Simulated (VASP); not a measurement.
Computed with PBE GGA, VASP's PBE PAW potentials (set 64) (plane waves; VASP).

The input files of a VASP run:

**INCAR**
```
! general
SYSTEM  = CsCl
PREC    = Accurate
ENCUT   = 500
LREAL   = F
LASPH   = T

! electronic loop
EDIFF   = 1E-6
NELM    = 100
ALGO    = Normal
LMAXMIX = 4

! smearing
ISMEAR  = 0
SIGMA   = 0.05

! functional
GGA     = PE

! ions
IBRION  = 2
NSW     = 40
ISIF    = 3
EDIFFG  = -0.02
PSTRESS = 200

! output
LWAVE   = F
LCHARG  = F
```

### KPOINTS
```
Automatic mesh
0
Gamma
7 7 7
0 0 0
```

File POSCAR:
```
CsCl
1
    3.7926978036     0.0000000000     0.0000000000
    0.0000000000     3.7926978036     0.0000000000
    0.0000000000     0.0000000000     3.7926978036
Cs Cl
1 1
Direct
  0.0000000000   0.0000000000   0.0000000000
  0.5000000000   0.5000000000   0.5000000000
```

POTCAR, in this order: Cs_sv Cl (PBE.64 set). Program: vasp_std.

Q: What will the output report for the number of irreducible k-points (NKPTS), largest plane-wave count, number of space-group operations, FFT grid (NGX, NGY, NGZ)?

A: 
```json
{
 "number of irreducible k-points (NKPTS)": "20",
 "largest_plane_wave_count": "1398",
 "number_of_space_group_operations": "48",
 "FFT grid (NGX, NGY, NGZ)": "28 × 28 × 28"
}
```

The compound is CsCl in the CsCl type structure. This run relaxes it under an external pressure of 20 GPa. Symmetry was kept, so distortions that lower it aren't found.
